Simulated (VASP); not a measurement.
Input of a VASP 6.6.1 run:

The input INCAR:

```
  ALGO = Normal
  EDIFF = 1E-7
  ENCUT = 450
  GGA = PE
  ISIF = 2
  ISMEAR = 0
  IVDW = 12
  LASPH = T
  LCHARG = T
  LELF = T
  LREAL = F
  LVHAR = T
  LWAVE = F
  NBANDS = 160
  NELM = 100
  PREC = Accurate
  SIGMA = 0.02
```

The input KPOINTS:

```
k-points
0
Gamma
  1 1 2
```

File POSCAR:

```
Si8HO16
1.0
    9.9640000000      0.0000000000      0.0000000000
    0.0000000000      9.9640000000      0.0000000000
    0.0000000000      0.0000000000      6.9630000000
Si O H
16 32 2
Direct
    0.1506395200      0.1506395200      0.0000000000
    0.0974646900      0.3987570900      0.2640236700
    0.3527322600      0.3527322600      0.5000000000
    0.3987570900      0.0974646900      0.7359763300
    0.1464893500      0.6403929100      0.9962370800
    0.0944306000      0.8908652200      0.2390843400
    0.3422302600      0.8391275300      0.4956481500
    0.4025021700      0.5948549500      0.7580892000
    0.6403929100      0.1464893500      0.0037629200
    0.5948549500      0.4025021700      0.2419108000
    0.8391275300      0.3422302600      0.5043518500
    0.8908652200      0.0944306000      0.7609156600
    0.6561097000      0.6561097000      0.0000000000
    0.5955967400      0.9005644700      0.2558786800
    0.8484063400      0.8484063400      0.5000000000
    0.9005644700      0.5955967400      0.7441213200
    0.1287337500      0.0421453200      0.1696319400
    0.1957050700      0.3798273300      0.4487402100
    0.3929239100      0.4392111100      0.6897039500
    0.3001828800      0.1375242500      0.9119246200
    0.3798273300      0.1957050700      0.5512597900
    0.4392111100      0.3929239100      0.3102960500
    0.1375242500      0.3001828800      0.0880753800
    0.0421453200      0.1287337500      0.8303680600
    0.1080272300      0.5514782000      0.1840836800
    0.1888087100      0.8493861700      0.4195847900
    0.3691822200      0.9440088500      0.6701061500
    0.3041032900      0.6205297500      0.9412935800
    0.3632761600      0.6879190100      0.5755260600
    0.4418169200      0.8667509400      0.3154064800
    0.1183202500      0.7959686700      0.0526693000
    0.0575679600      0.6025790300      0.8076677700
    0.6025790300      0.0575679600      0.1923322300
    0.6879190100      0.3632761600      0.4244739400
    0.8667509400      0.4418169200      0.6845935200
    0.7959686700      0.1183202500      0.9473307000
    0.8493861700      0.1888087100      0.5804152100
    0.9440088500      0.3691822200      0.3298938500
    0.6205297500      0.3041032900      0.0587064200
    0.5514782000      0.1080272300      0.8159163200
    0.6260982400      0.5562391700      0.1791672500
    0.6921367100      0.8720022700      0.4401481500
    0.8841265000      0.9396707800      0.6872777900
    0.8100544500      0.6379962700      0.9285106600
    0.8720022700      0.6921367100      0.5598518500
    0.9396707800      0.8841265000      0.3127222100
    0.6379962700      0.8100544500      0.0714893400
    0.5562391700      0.6260982400      0.8208327500
    0.1203357600      0.1241990600      0.5501134500
    0.1241990600      0.1203357600      0.4498865500
```

Potentials or basis: VASP PAW PBE potentials, release 64 (Si, O, H).

Launch:

```sh
$ cat potpaw_PBE.64/Si/POTCAR potpaw_PBE.64/O/POTCAR potpaw_PBE.64/H/POTCAR > POTCAR
$ mpirun -np 1 vasp_std > vasp.out
```

(1) What does it give for the band gap on the k mesh?

(2) What does it give for the largest force?

(3) Predict the dispersion energy per atom.

Results:

(1) 5.75 eV, direct.

(2) 1.785 eV/Å.

(3) -0.120 eV.

Caveat: the k mesh is coarse (spacing up to 0.45 Å⁻¹), so the values aren't converged.
